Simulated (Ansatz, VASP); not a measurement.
# HfC: VASP beside Ansatz, part 2 of 2

Wanted: the spread between two codes on one cell, functional and k mesh. The cell is taken from a series of runs on this material, whose earlier steps may have relaxed, scaled, displaced or heated it; both programs get it as it stands.

VASP 6.6.1 and Ansatz 0.2.0.

So far: The starting structure; Ansatz: zone-centre phonons, LDA; VASP: zone-centre phonons, LDA.

**3. VASP: zone-centre phonons, LDA (continued)**

Level of this step: LDA; plane waves and PAW (C, Hf_pv) (VASP).

Numbers of over 12 decimals in the logs are rounded to 6 here.

Parts of OUTCAR (step 3):

```text
ion  position               nearest neighbor table
   1  0.000  0.000  0.000-   2 2.25   2 2.25   2 2.25   2 2.25   2 2.25   2 2.25
   2  0.500  0.500  0.500-   1 2.25   1 2.25   1 2.25   1 2.25   1 2.25   1 2.25

  LATTYP: Found a trigonal (rhomboedric) cell.
 ALAT       =     3.2394833617
 COS(alpha) =     0.5313096904

 Subroutine GETGRP returns: Found 12 space group operations
 (whereof 12 operations were pure point group operations)

The static configuration has the point symmetry D_3d.

 Found    417 irreducible k-points:

   k-points           NKPTS =    417   k-points in BZ     NKDIM =    417   number of bands    NBANDS=     13

   dimension x,y,z NGX =    28 NGY =   28 NGZ =   28
   dimension x,y,z NGXF=    56 NGYF=   56 NGZF=   56

   ENCUT  =  600.0 eV  44.10 Ry    6.64 a.u.   6.47  6.47  6.47*2*pi/ulx,y,z

   NELECT =      14.0000    total number of electrons

 k-points in reciprocal lattice and weights: Automatic mesh
   0.00000000  0.00000000  0.00000000       0.000
   0.06250000 -0.00000000 -0.00000000       0.001
   0.12500000 -0.00000000 -0.00000000       0.001
   0.18750000  0.00000000  0.00000000       0.001
   0.25000000 -0.00000000 -0.00000000       0.001
   0.31250000  0.00000000  0.00000000       0.001
   0.37500000  0.00000000  0.00000000       0.001
   0.43750000  0.00000000  0.00000000       0.001
   0.50000000 -0.00000000 -0.00000000       0.001
[...]
-0.43750000  0.50000000  0.43750000       0.001
   0.50000000  0.50000000  0.50000000       0.000

 average (electrostatic) potential at core
       1 -51.0843       2 -34.5158

  Total        1.8602433      1.8602433      1.8602433     -0.8857946     -0.8857946     -0.8857946
  in kB      130.2439476    130.2439476    130.2439476    -62.0184391    -62.0184391    -62.0184391
  external PRESSURE =     130.2439476 kB  Pullay stress =       0.0000000 kB

  energy-cutoff  :      600.00
  volume of cell :       22.88
      direct lattice vectors                 reciprocal lattice vectors
     0.072308526  2.290089947  2.290089947    -0.228954462  0.221946601  0.221946601
     2.290089947  0.072308526  2.290089947     0.221946601 -0.228954462  0.221946601
     2.290089947  2.290089947  0.072308526     0.221946601  0.221946601 -0.228954462

 POSITION                                       TOTAL-FORCE (eV/Angst)
 -----------------------------------------------------------------------------------
      0.00000      0.00000      0.00000         0.000000     -0.000000      0.000000
      2.32624      2.32624      2.32624        -0.000000      0.000000     -0.000000
 -----------------------------------------------------------------------------------
    total drift:                                0.000000      0.000000      0.000000

 Eigenvectors and eigenvalues of the dynamical matrix
 ----------------------------------------------------

   1 f  =   15.905868 THz    99.939519 2PiTHz  530.562662 cm-1    65.781357 meV
             X         Y         Z           dx          dy          dz
      0.000000  0.000000  0.000000     0.558850    0.558850    0.558850
      2.326244  2.326244  2.326244    -0.144981   -0.144981   -0.144981

   2 f  =   14.550682 THz    91.424631 2PiTHz  485.358508 cm-1    60.176758 meV
             X         Y         Z           dx          dy          dz
      0.000000  0.000000  0.000000     0.395170    0.395170   -0.790341
      2.326244  2.326244  2.326244    -0.102504   -0.102504    0.205007

   3 f  =   14.550682 THz    91.424631 2PiTHz  485.358508 cm-1    60.176758 meV
             X         Y         Z           dx          dy          dz
      0.000000  0.000000  0.000000    -0.684455    0.684455    0.000000
      2.326244  2.326244  2.326244     0.177541   -0.177541   -0.000000

   4 f/i=    0.000227 THz     0.001424 2PiTHz    0.007562 cm-1     0.000938 meV
             X         Y         Z           dx          dy          dz
      0.000000  0.000000  0.000000     0.159313    0.032081   -0.191395
      2.326244  2.326244  2.326244     0.614183    0.123679   -0.737863

   5 f/i=    0.000227 THz     0.001424 2PiTHz    0.007562 cm-1     0.000938 meV
             X         Y         Z           dx          dy          dz
      0.000000  0.000000  0.000000    -0.129024    0.202481   -0.073458
      2.326244  2.326244  2.326244    -0.497412    0.780603   -0.283193

   6 f/i=    0.000296 THz     0.001857 2PiTHz    0.009860 cm-1     0.001222 meV
             X         Y         Z           dx          dy          dz
      0.000000  0.000000  0.000000    -0.144981   -0.144981   -0.144981
      2.326244  2.326244  2.326244    -0.558850   -0.558852   -0.558850

 ELASTIC MODULI CONTR FROM IONIC RELAXATION (kBar)
 Direction    XX          YY          ZZ          XY          YZ          ZX
 --------------------------------------------------------------------------------
 XX           0.0000      0.0000      0.0000      0.0000      0.0000      0.0000
 YY           0.0000      0.0000      0.0000      0.0000      0.0000      0.0000
 ZZ           0.0000      0.0000      0.0000      0.0000      0.0000      0.0000
 XY           0.0000      0.0000      0.0000      0.0000      0.0000      0.0000
 YZ           0.0000      0.0000      0.0000      0.0000      0.0000      0.0000
 ZX           0.0000      0.0000      0.0000      0.0000      0.0000      0.0000
 --------------------------------------------------------------------------------
```

Harder data sets than Hf_pv exist (the GW ones), and pressures, volumes and forces can shift noticeably with them.

**4. Comparison**

Known differences besides the potentials themselves: the data sets hold 30 valence electrons in Ansatz (on its PAW soft_1 files) and 14 in VASP; the cutoff is 420 eV in Ansatz and 600 eV in VASP; VASP's log shows a relativistic correction to its local exchange, Ansatz's none. Total energies have different zeros and are not compared.

Both answers:

```
                  quantity  Ansatz   VASP  difference
optical mode 1 to 2 (cm⁻¹)   486.8  485.4     +0.30 %
     optical mode 3 (cm⁻¹)   532.3  530.6     +0.32 %
```

Modes are paired by rising frequency, not by their patterns, so a pair may set unlike modes beside each other; they are those without the splitting of longitudinal modes.

**5. Outcome**

```json
{
  "r.m.s. difference of the optical zone-centre modes, each program's sorted by frequency (zone-centre phonons, LDA)": "1.5 cm⁻¹"
}
```

**Reading.** The r.m.s. difference of the optical zone-centre modes, each program's sorted by frequency is 1.5 cm⁻¹ (zone-centre phonons, LDA). The data sets hold unlike numbers of valence electrons (30 in Ansatz and 14 in VASP), so part of the differences comes from the potentials. Such differences can come from data sets, numerical settings and the points named under the comparisons, not from the functional's error against experiment.

[Lines on the potential files, build, host, timing and source positions are cut from VASP's logs without a mark.]

[Logs are printed without paths, hosts, clocks, repeated set-up lines and the standing remarks that a program may print on its own settings, such as how far it seeks lower states.]

[Hosts, paths, dates, database ids (printed as entryN), source tags and the programs' standing remarks are cut or masked in the printed files.]
